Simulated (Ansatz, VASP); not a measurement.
## Cross-check of SiTeS (1T-SiSTe, 1 layer) between VASP and Ansatz

Aim: how closely do two programs agree when they are given the same cell, functional and k mesh? Of the first pair: The structure shown is the start of the Ansatz relaxation below; VASP solves that cell, so the two are compared at the walk's first step.

Method: plane waves, with VASP 6.6.1 beside it; single point at PBE, in Ansatz 0.2.0.

### 1. The structure

The cell holds 3 atoms: 1 Te, 1 Si and 1 S. Its edges and angles: a = 3.361 Å, b = 3.361 Å, c = 17.305 Å, α = 90.0°, β = 90.0°, γ = 120.0°. Vacuum lies along c.

### 2. Ansatz: relaxation, PBE

Ansatz runs on its default PAW (the set named soft_2) files.

The two programs are compared at the cell with which this relaxation starts, whose forces are those of its first step.

Contents of input.yaml:

```yaml
crystal:
  lattice:
    - [3.3612985, 0.0, 0.0]
    - [-1.68064925, 2.9109698907, 0.0]
    - [0.0, 0.0, 17.3047788486]
  atoms:
    - { symbol: Te, position: [0.6666666667, 0.3333333333, 0.43340629] }
    - { symbol: Si, position: [0.0, 0.0, 0.5149069939] }
    - { symbol: S, position: [0.3333333333, 0.6666666667, 0.56659371] }
kpoints:
  mp_grid: { grid: [12, 12, 1] }
hamiltonian:
  xc: pbe
scf:
  occupations: { method: fermi_dirac, width: 0.05 }
  convergence: { dr2_threshold: 1.0e-08 }
efield:
  axis: 3
  dipole_correction: true
  ramp_position: 0.97
  ramp_width: 0.04
relax:
  f_tol: 0.01
  cell: { fix: [c, alpha, beta] }
output:
  write_potential: true
  write_density: true
  volumetric_format: npy
```

Run with:

```bash
$ ansatz run input.yaml --threads 2 --pin off --max-ram 4096MiB --backend cpu --events-out ev --progress --plain --runs-dir out
```

Numbers of over 12 decimals in the logs are rounded to 6 here.

The program printed:

```text
Warning: relax.cell: scf.convergence.dr2_threshold = 1e-8 eV is looser than the 3e-10 eV advised for a relaxation that steers and ends on the stress (1e-10 eV for each atom of the cell: 3). What an SCF threshold leaves in a stress goes as its square root, and in the free energy as the threshold itself, and one threshold admits the most on a small cell: [figures from the program's tests cut] Set scf.convergence.dr2_threshold to 3e-10 eV or tighter. The threshold is an SCF's pass mark: one that does not reach it within its budget of iterations ends unconverged, or closes short of it on a stop that the run arms, and scf.convergence.dr2_threshold's page says what that costs each kind of run
Engine: ansatz 0.2.0, aarch64-unknown-linux-gnu
Pseudopotentials: kind: paw
Pseudopotential: Te, paw, valence charge 16, recommended cutoff 420 eV (normal), Te.paw.azcp
Pseudopotential: Si, paw, valence charge 4, recommended cutoff 420 eV (normal), Si.paw.azcp
Pseudopotential: S, paw, valence charge 6, recommended cutoff 420 eV (normal), S.paw.azcp
Functional definition: PBE
  parameter kappa = 0.804
  parameter beta = 0.066725
  exchange = pbe_x(kappa = kappa, mu = beta*pi^2/3)
  correlation = pbe_c(beta = beta)
Crystal: 3 atoms, lattice volume = 169.321 Å³
Basis set: ecut = 420 eV, 3345 PW (Γ), exchange–correlation on 48×48×240 points (8 copies of the dense FFT grid, shifted against one another)
Bands: 17, of which v1, the nominal top of the filled ones, is band 13 counted from 1 (12 counted from 0)
Symmetry: 6 space group operations
Space group: P3m1 (ITA 156), of the structure as read, at distance tolerance 5.5e-5 Å
k-points: 19 of 144 (time reversal used)
Non-local potential: Te, projectors of the file, l = 0: 2, l = 1: 2, l = 2: 2, l = 3: 2
Non-local potential: Si, projectors of the file, l = 0: 2, l = 1: 2, l = 2: 2
Non-local potential: S, projectors of the file, l = 0: 2, l = 1: 2, l = 2: 2
PAW form: soft (Blöchl's): semilocal exchange-correlation on the pseudo side does not see the compensation charge
PAW one-centre angular grid: Te, 590 points (default); XC on 64 Gauss nodes
PAW one-centre angular grid: Si, 110 points (default); XC on 64 Gauss nodes
PAW one-centre angular grid: S, 110 points (default); XC on 64 Gauss nodes
Initial density: superposition of atomic densities (neutral atoms: chi_scale 0, normalization atom), corrected by the library's trained network
Initial wavefunctions: pseudopotential atomic-orbital guess
Functional: x = pbe(κ = 0.804, μ = 0.219515), c = pbe(β = 0.066725)
SCF iter   1: F=—  HF=-8515.710068 eV  |F-HF|=—  |Δ(HF+E_count)|=         —  Δρ=2.90e-3  dr2=7.68e-2  ethr=1.77e-3  p=0.025 e·Å  D=2.65e-2 V/Å  ΔV_dip=-0.46 eV  dr2_dipole=2.45e-2  V_vac-E_F(+/−)=4.38/4.84 eV  ⟨swp⟩=9.5  Hψ=2513  notcnv=0
efield: sawtooth ramp at fractional position 0.9700 (set: `efield.ramp_position`, or a place that a band, a saddle search or an elastic batch's reference lends), width 0.0400; the density the first Hamiltonian is built on has a dipole p = 0.025 e·Å; the dipole correction subtracts the counter field D = 2.65e-2 V/Å, which shifts the + side's vacuum level by -0.46 eV against the − side's; the planar-averaged density in the ramp window peaks in size at 3.7e-5 e/Å³
preconditioner: auto → LDOS  [metal: Δε(μ)=0.110 eV  Ē_g=10.827 eV  σ=0.050 eV  W_gap=0.42  n_scr=10 (ndim 8)  ℏωp=11.4 eV  f_vac=0.641  D(μ)=0.81/eV (n_scr^D=4)  β→1.0]
SCF iter   2: F=—  HF=-8515.707249 eV  |F-HF|=—  |Δ(HF+E_count)|=   2.82e-3  Δρ=2.02e-3  dr2=3.44e-2  ethr=2.96e-4  p=-0.039 e·Å  D=-4.17e-2 V/Å  ΔV_dip=0.72 eV  dr2_dipole=1.21e-2  V_vac-E_F(+/−)=5.48/4.76 eV  ⟨swp⟩=4.3  Hψ=779  notcnv=0
SCF iter   3: F=—  HF=-8515.699739 eV  |F-HF|=—  |Δ(HF+E_count)|=   7.51e-3  Δρ=5.37e-4  dr2=1.39e-3  ethr=1.32e-4  p=-0.007 e·Å  D=-7.09e-3 V/Å  ΔV_dip=0.12 eV  dr2_dipole=3.88e-4  V_vac-E_F(+/−)=5.08/4.95 eV  ⟨swp⟩=3.7  Hψ=594  notcnv=0
SCF iter   4: F=—  HF=-8515.699523 eV  |F-HF|=—  |Δ(HF+E_count)|=   2.17e-4  Δρ=1.01e-4  dr2=2.35e-5  ethr=5.33e-6  p=-0.011 e·Å  D=-1.18e-2 V/Å  ΔV_dip=0.20 eV  dr2_dipole=3.54e-6  V_vac-E_F(+/−)=5.15/4.94 eV  ⟨swp⟩=2.4  Hψ=535  notcnv=0
SCF iter   5: F=—  HF=-8515.699533 eV  |F-HF|=—  |Δ(HF+E_count)|=   9.77e-6  Δρ=4.57e-5  dr2=6.44e-6  ethr=9.03e-8  p=-0.012 e·Å  D=-1.23e-2 V/Å  ΔV_dip=0.21 eV  dr2_dipole=7.48e-8  V_vac-E_F(+/−)=5.15/4.94 eV  ⟨swp⟩=2.7  Hψ=600  notcnv=0
SCF iter   6: F=—  HF=-8515.699510 eV  |F-HF|=—  |Δ(HF+E_count)|=   2.21e-5  Δρ=1.26e-5  dr2=9.23e-7  ethr=2.48e-8  p=-0.012 e·Å  D=-1.23e-2 V/Å  ΔV_dip=0.21 eV  dr2_dipole=5.13e-8  V_vac-E_F(+/−)=5.16/4.94 eV  ⟨swp⟩=2.0  Hψ=571  notcnv=0
[...]
SCF iter   5: F=—  HF=-8518.176089 eV  |F-HF|=—  |Δ(HF+E_count)|=   1.08e-8  Δρ=1.49e-6  dr2=1.69e-8  ethr=1.17e-9  p=-0.041 e·Å  D=-3.97e-2 V/Å  ΔV_dip=0.69 eV  dr2_dipole=4.56e-9  V_vac-E_F(+/−)=5.10/4.42 eV  ⟨swp⟩=2.2  Hψ=429  notcnv=0
SCF iter   6: F=-8518.176089 eV  HF=-8518.176089 eV  |F-HF|=2.09e-10  |Δ(HF+E_count)|=  9.77e-10  Δρ=2.46e-7  dr2=3.65e-10  ethr=3.85e-11  p=-0.041 e·Å  D=-3.97e-2 V/Å  ΔV_dip=0.69 eV  dr2_dipole=1.25e-10  V_vac-E_F(+/−)=5.10/4.42 eV  ⟨swp⟩=9.2  Hψ=1999  notcnv=0
SCF 7 converged in 6 iterations: F = -8518.176089 eV  dr2 = 3.65e-10
relax step   7: F+E_penalty+E_count = -8518.17608945 eV  Δ(F+E_penalty+E_count) = -7.906e-5 eV  max|allowed force component| = 1.645e-3 eV/Å  Δτ_max = 0.0025 Å  P = -0.001 GPa  Ω = 186.292 Å³  energy of the carried Pulay correction = -1.036e-3 eV  fix = [c, alpha, beta]  reactions: c +0.001 GPa  (6 SCF iters, accepted)
Initial wavefunctions: pseudopotential atomic-orbital guess (no wavefunctions were taken with the density)
iter 1 solved again at ethr=2.43e-6 eV; its pass at ethr=3.10e-3 eV (dr2=6.32e-4 eV) is discarded
SCF iter   1: F=—  HF=-8518.175312 eV  |F-HF|=—  |Δ(HF+E_count)|=         —  Δρ=1.77e-4  dr2=1.68e-6  ethr=2.43e-6  p=-0.041 e·Å  D=-3.97e-2 V/Å  ΔV_dip=0.69 eV  dr2_dipole=2.07e-9  V_vac-E_F(+/−)=5.10/4.42 eV  ⟨swp⟩=3.1  Hψ=3004  notcnv=0
efield: sawtooth ramp at fractional position 0.9700 (set: `efield.ramp_position`, or a place that a band, a saddle search or an elastic batch's reference lends), width 0.0400; the density the first Hamiltonian is built on has a dipole p = -0.041 e·Å; the dipole correction subtracts the counter field D = -3.97e-2 V/Å, which shifts the + side's vacuum level by +0.69 eV against the − side's; the planar-averaged density in the ramp window peaks in size at 3.8e-6 e/Å³
eigensolver tolerance schedule: the retry pair's looser diagonalisation over-reported the residual by 374.00 of it (diagonalisation noise at 0.42 of the residual, at the tolerance the schedule requests for it); recorded, not acted on — ethr = c·dr2/N_el stays at c = 1.0e-1
preconditioner: auto → LDOS  [insulator: Δε(μ)=0.133 eV  Ē_g=9.357 eV  σ=0.050 eV  W_gap=0.58  n_scr=10 (ndim 8)  ℏωp=10.9 eV  f_vac=0.604  D(μ)=1.18/eV (n_scr^D=4)  ε∞_Penn≈2.4  β→1.0]
SCF iter   2: F=—  HF=-8518.177192 eV  |F-HF|=—  |Δ(HF+E_count)|=   1.88e-3  Δρ=1.23e-5  dr2=2.93e-7  ethr=6.48e-9  p=-0.041 e·Å  D=-3.96e-2 V/Å  ΔV_dip=0.69 eV  dr2_dipole=4.05e-10  V_vac-E_F(+/−)=5.10/4.42 eV  ⟨swp⟩=3.1  Hψ=698  notcnv=0
SCF iter   3: F=—  HF=-8518.177189 eV  |F-HF|=—  |Δ(HF+E_count)|=   3.20e-6  Δρ=4.39e-6  dr2=2.25e-8  ethr=1.13e-9  p=-0.041 e·Å  D=-3.97e-2 V/Å  ΔV_dip=0.69 eV  dr2_dipole=1.43e-9  V_vac-E_F(+/−)=5.10/4.42 eV  ⟨swp⟩=2.0  Hψ=567  notcnv=0
SCF iter   4: F=-8518.177192 eV  HF=-8518.177192 eV  |F-HF|=1.84e-7  |Δ(HF+E_count)|=   2.83e-6  Δρ=6.72e-7  dr2=6.89e-10  ethr=3.85e-11  p=-0.041 e·Å  D=-3.97e-2 V/Å  ΔV_dip=0.69 eV  dr2_dipole=6.63e-11  V_vac-E_F(+/−)=5.10/4.42 eV  ⟨swp⟩=12.8  Hψ=2518  notcnv=0
SCF 8 converged in 4 iterations: F = -8518.177192 eV  dr2 = 6.89e-10
relax step   8: F+E_penalty+E_count = -8518.17719199 eV  Δ(F+E_penalty+E_count) = -1.103e-3 eV  max|allowed force component| = 1.523e-3 eV/Å  Δτ_max = 0.0000 Å  P = +0.001 GPa  Ω = 186.292 Å³  fix = [c, alpha, beta]  reactions: c +0.001 GPa  stress off target by 7.83e-4 GPa on what of the cell is left free  SCF on the basis re-selected at this cell (its energy is not comparable with the rows above)  (4 SCF iters)
basis re-selected at this cell: Δ(F+E_penalty+E_count) = -1.103e-3 eV, ΔP = +0.002 GPa vs the last step (what re-selecting the basis moved, of the pressure what is left beyond the Pulay correction that the steps carried, after the strain that the cell walked since its last selection, with what the two solves' SCF thresholds leave and, on support functions, any second-order correction that the steps lacked; it is no m [...]
WARN: The input density's exchange-correlation potential varies sharply where the density is thin. Do not read a vacuum level from v_tot or v_xc, or from such a field of the output density. On a cell that repeats whose density bears no net charge and no dipole along the vacuum's axis use v_es (v_loc + v_h of the components); under efield.dipole_correction with no amplitude use v_es + v_field, which holds any external [...]
SCF converged after 4 iterations
Free energy (F): -8518.177192 eV
Harris-Foulkes:  -8518.177192 eV  (|F-HF|=1.84e-7)
Internal energy: -8518.167484 eV  (E = F + TS)
E sigma→0 (E₀):  -8518.172338 eV
Entropy (-TS):   -0.009708 eV (-3.236 meV/atom)
Fermi energy:    0.090878 eV
Dipole field:    D = -0.039663 V/Å  (p = -0.040833 e·Å, saw-weighted, corrected)
Work function:   Φ+ = 5.1027 eV   Φ− = 4.4164 eV
Levels:          The Fermi level and band energies are counted from a zero that moves with the ramp; work functions are not
--- Per-component energies (eV) ---
  E_band       = -464.823091
  E_kinetic    = 328.591696
  E_local      = -9971.658955  (includes V_loc(G=0)·N_el)
  E_nonlocal   = -257.475933
  E_hartree    = 5030.932488
  E_xc         = -276.826973
  E_vxc        = -238.711838  (∫ρ·V_xc dr)
  E_paw        = -5774.939093  (= ΣΔE_a)
  E_vpaw       = -387.055537  (= ΣTr[D̂ρ^β])
  E_aug_tail   = -0.000178  (compensation charges beyond the density's cutoff)
  E_efield     = 0.000810  (sawtooth field / dipole correction)
  E_vefield    = -0.378227  (∫n·V_field dr)
  E_ewald      = 2403.208656
  E_smearing   = -0.009708  (= −TS)
  E_closure    = 0.000000  (closes the sum)
  Σ components = -8518.177192   (vs F -8518.177192, Δ=0.00e0)
--- Forces (eV/Å), atoms counted from 1 ---
  atom   1  Te     0.00000000     0.00000000     0.00021760
  atom   2  Si     0.00000000     0.00000000    -0.00152482
  atom   3  S      0.00000000     0.00000000     0.00130318
  max |Σ_I F_I| component: 4.05e-6 eV/Å
--- Stress (GPa, compression-positive) ---
        0.000783       0.000000       0.000000
        0.000000       0.000783      -0.000000
       -0.000000      -0.000000       0.001081
  P = ⅓ Tr σ = 0.0009 GPa (0.009 kbar)
--- Band table (eV; the first three rows and the last of 19) ---
  k-point 0: bands = [... 9 lower, -2.3639, -2.3639, 0.5974, 0.5974, 0.9809, 3.3576, 3.5540, 3.5540]
  k-point 1: bands = [... 9 lower, -2.5132, -2.3911, -0.1848, 0.5233, 1.4682, 3.2501, 3.6563, 3.6821]
  k-point 2: bands = [... 9 lower, -2.8652, -2.2884, -1.5258, 0.2742, 1.6257, 3.1618, 4.0633, 4.1226]
  k-point 18: bands = [... 9 lower, -5.0227, -4.9895, -2.3394, -1.6875, 0.6486, 3.8913, 4.7605, 5.0500]
--- Relaxed structure (7 steps of the walk, 7 accepted, 1 SCFs on fresh bases) ---
  F+E_penalty+E_count = -8518.17719199 eV   max|allowed force component| = 1.523e-3 eV/Å   (the final SCF, on the basis selected at the relaxed cell)
  cell:  # Å, volume = 186.2918 Å³
    - [3.525726, 0, 0]
    - [-1.762863, 3.053368, 0]
    - [0, 0, 17.3047788486]
  atoms:
    - { symbol: Te, position: [0.666667, 0.333333, 0.412729] }
    - { symbol: Si, position: [0, 0, 0.515080] }
    - { symbol: S, position: [0.333333, 0.666667, 0.587098] }
```

In the SCF lines HF is the Harris–Foulkes energy and dr2 the Hartree energy of the density residual, in eV; the loop may stop once dr2 is under the threshold and the program's other checks hold. Hψ counts applications of the Hamiltonian.

(Continued in part 2 of 2.)

[Lines on the potential files, build, host, timing and source positions are cut from VASP's logs without a mark.]

[Logs are printed without paths, hosts, clocks, repeated set-up lines and the standing remarks that a program may print on its own settings, such as how far it seeks lower states.]

[Hosts, paths, dates, database ids (printed as entryN), source tags and the programs' standing remarks are cut or masked in the printed files.]
